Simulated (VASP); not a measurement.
Output of a VASP run:

**OUTCAR**
```
 ion  position               nearest neighbor table
   1  0.000  0.000  0.000-
  LATTYP: Found a face centered cubic cell.
 ALAT       =     3.6380950612
 Subroutine PRICEL returns:
 Original cell was already a primitive cell.
 Subroutine GETGRP returns: Found 48 space group operations
The static configuration has the point symmetry O_h .
The dynamic configuration has the point symmetry O_h .
 Subroutine INISYM returns: Found 48 space group operations
 Subroutine IBZKPT returns following result:
 Found    165 irreducible k-points:

 Following reciprocal coordinates:
            Coordinates               Weight
  0.000000  0.000000  0.000000      1.000000
  0.058824  0.000000  0.000000      8.000000
  0.117647  0.000000  0.000000      8.000000
  0.176471  0.000000  0.000000      8.000000
  0.235294  0.000000  0.000000      8.000000
  0.294118  0.000000  0.000000      8.000000
  0.352941  0.000000  0.000000      8.000000
  0.411765  0.000000  0.000000      8.000000
  0.470588  0.000000  0.000000      8.000000
  0.058824  0.058824  0.000000      6.000000
  0.117647  0.058824  0.000000     24.000000
  0.176471  0.058824  0.000000     24.000000
  0.235294  0.058824  0.000000     24.000000
  0.294118  0.058824  0.000000     24.000000
  0.352941  0.058824  0.000000     24.000000
  0.411765  0.058824  0.000000     24.000000
  0.470588  0.058824  0.000000     24.000000
 -0.470588  0.058824  0.000000     24.000000
 -0.411765  0.058824  0.000000     24.000000
 -0.352941  0.058824  0.000000     24.000000
 -0.294118  0.058824  0.000000     24.000000
 -0.235294  0.058824  0.000000     24.000000
 -0.176471  0.058824  0.000000     24.000000
 -0.117647  0.058824  0.000000     24.000000
 -0.058824  0.058824  0.000000     12.000000
  0.117647  0.117647  0.000000      6.000000
  0.176471  0.117647  0.000000     24.000000
  0.235294  0.117647  0.000000     24.000000
  0.294118  0.117647  0.000000     24.000000
  0.352941  0.117647  0.000000     24.000000
  0.411765  0.117647  0.000000     24.000000
  0.470588  0.117647  0.000000     24.000000
 -0.470588  0.117647  0.000000     24.000000
 -0.411765  0.117647  0.000000     24.000000
 -0.352941  0.117647  0.000000     24.000000
 -0.294118  0.117647  0.000000     24.000000
 -0.235294  0.117647  0.000000     24.000000
 -0.176471  0.117647  0.000000     24.000000
 -0.117647  0.117647  0.000000     12.000000
  0.176471  0.176471  0.000000      6.000000
   k-points           NKPTS =    165   k-points in BZ     NKDIM =    165   number of bands    NBANDS=      9
   number of dos      NEDOS =    301   number of ions     NIONS =      1
   total plane-waves  NPLWV =   8000
   dimension x,y,z NGX =    20 NGY =   20 NGZ =   20
   dimension x,y,z NGXF=    40 NGYF=   40 NGZF=   40
   ions per type =               1
   PREC   = accura    normal or accurate (medium, high low for compatibility)
   ISTART =      0    job   : 0-new  1-cont  2-samecut
   ICHARG =      2    charge: 1-file 2-atom 10-const
   ISPIN  =      1    spin polarized calculation?
   LNONCOLLINEAR =      F non collinear calculations
   LSORBIT =      F    spin-orbit coupling
   INIWAV =      1    electr: 0-lowe 1-rand  2-diag
   ENCUT  =  520.0 eV  38.22 Ry    6.18 a.u.   4.78  4.78  4.78*2*pi/ulx,y,z
   NELM   =    100;   NELMIN=  2; NELMDL= -5     # of ELM steps
   EDIFF  = 0.1E-06   stopping-criterion for ELM
   LREAL  =      F    real-space projection
   NLSPLINE    = F    spline interpolate recip. space projectors
   LMAXMIX     =    4 max onsite mixed and CHGCAR
   VOSKOWN=      0    Vosko Wilk Nusair interpolation
   EDIFFG = 0.1E-05   stopping-criterion for IOM
   NSW    =      0    number of steps for IOM
   NBLOCK =      1;   KBLOCK =      1    inner block; outer block
   IBRION =     -1    ionic relax: 0-MD 1-quasi-New 2-CG
   NFREE  =      0    steps in history (QN), initial steepest desc. (CG)
...
```

### OSZICAR
```
       N       E                     dE             d eps       ncg     rms          rms(c)
DAV:   1     0.350612305196E+02    0.35061E+02   -0.56351E+03  3066   0.199E+03
DAV:   2    -0.420330446689E+01   -0.39265E+02   -0.37415E+02  2979   0.192E+02
DAV:   3    -0.462110547943E+01   -0.41780E+00   -0.41682E+00  3575   0.293E+01
DAV:   4    -0.462390850694E+01   -0.28030E-02   -0.28027E-02  3679   0.214E+00
DAV:   5    -0.462394323936E+01   -0.34732E-04   -0.34733E-04  3603   0.192E-01    0.764E+00
DAV:   6    -0.411574949261E+01    0.50819E+00   -0.17203E+01  3120   0.963E+01    0.401E+00
DAV:   7    -0.373824133576E+01    0.37751E+00   -0.27410E+00  3165   0.382E+01    0.587E-01
DAV:   8    -0.372738133334E+01    0.10860E-01   -0.49757E-03  3211   0.114E+00    0.282E-01
DAV:   9    -0.372596939220E+01    0.14119E-02   -0.99862E-03  3338   0.215E+00    0.275E-02
DAV:  10    -0.372597373867E+01   -0.43465E-05   -0.29379E-05  4463   0.982E-02    0.108E-02
DAV:  11    -0.372597195108E+01    0.17876E-05   -0.27931E-06  3374   0.365E-02    0.376E-04
DAV:  12    -0.372597204642E+01   -0.95340E-07   -0.18135E-08  2007   0.204E-03
   1 F= -.42974950E+01 E0= -.42975764E+01  d E =0.244084E-03
```

### OUTCAR
```
------------------------ aborting loop because EDIFF is reached ----------------------------------------
 Edisp (eV)   -0.57152
  FORCE on cell =-STRESS in cart. coord.  units (eV):
  Direction    XX          YY          ZZ          XY          YZ          ZX
  --------------------------------------------------------------------------------------
  Total      -0.64550    -0.64550    -0.64550    -0.00000     0.00000     0.00000
  in kB     -85.91086   -85.91086   -85.91086    -0.00000     0.00000     0.00000
  external pressure =      -85.91 kB  Pullay stress =        0.00 kB
  volume of cell :       12.04
      direct lattice vectors                 reciprocal lattice vectors
     0.000000000  1.819047531  1.819047531    -0.274869123  0.274869123  0.274869123
     1.819047531  0.000000000  1.819047531     0.274869123 -0.274869123  0.274869123
     1.819047531  1.819047531  0.000000000     0.274869123  0.274869123 -0.274869123
 POSITION                                       TOTAL-FORCE (eV/Angst)
 -----------------------------------------------------------------------------------
      0.00000      0.00000      0.00000         0.000000      0.000000      0.000000
 -----------------------------------------------------------------------------------
    total drift:                               -0.000000     -0.000000     -0.000000
  FREE ENERGIE OF THE ION-ELECTRON SYSTEM (eV)
  ---------------------------------------------------
  free  energy   TOTEN  =        -4.2974950424 eV

  energy  without entropy=       -4.2977391267  energy(sigma->0) =       -4.29757640
```
(Selected blocks of OUTCAR.)

File POSCAR:
```
Cu
1
    0.0000000000     1.8190475306     1.8190475306
    1.8190475306     0.0000000000     1.8190475306
    1.8190475306     1.8190475306     0.0000000000
Cu
1
Direct
  0.0000000000   0.0000000000   0.0000000000
```

Question: Write an INCAR and KPOINTS that could have produced this output.

Answer: Several could match; the one computed here: the input of the run itself, PBE GGA with D3 dispersion (Becke-Johnson damping), plane waves, VASP's PBE PAW potentials (set 64).

### INCAR
```
! general
SYSTEM   =  Cu
PREC     =  Accurate
ENCUT    =  520   ! plane-wave cut-off (eV)
LREAL    =  .FALSE.
LASPH    =  .TRUE.

! electronic loop
EDIFF    =  1E-7   ! SCF stop (eV)
NELM     =  100
ALGO     =  Normal   ! blocked Davidson
LMAXMIX  =  4   ! l cut-off of mixed one-centre charges

! smearing
ISMEAR   =  1   ! Methfessel-Paxton
SIGMA    =  0.1   ! width (eV)

! functional
GGA      =  PE   ! PBE
IVDW     =  12   ! D3, Becke-Johnson

! ions
ISIF     =  2   ! forces and stress, cell fixed

! output
LWAVE    =  .FALSE.
LCHARG   =  .FALSE.
```

### KPOINTS
```
Automatic mesh
0
Gamma
17 17 17
0 0 0
```

POTCAR, in this order: Cu (PBE.64 set). Program: vasp_std.

The compound is Cu in the fcc structure. This cell is one point of a volume scan, at 1.06 of the reference volume.
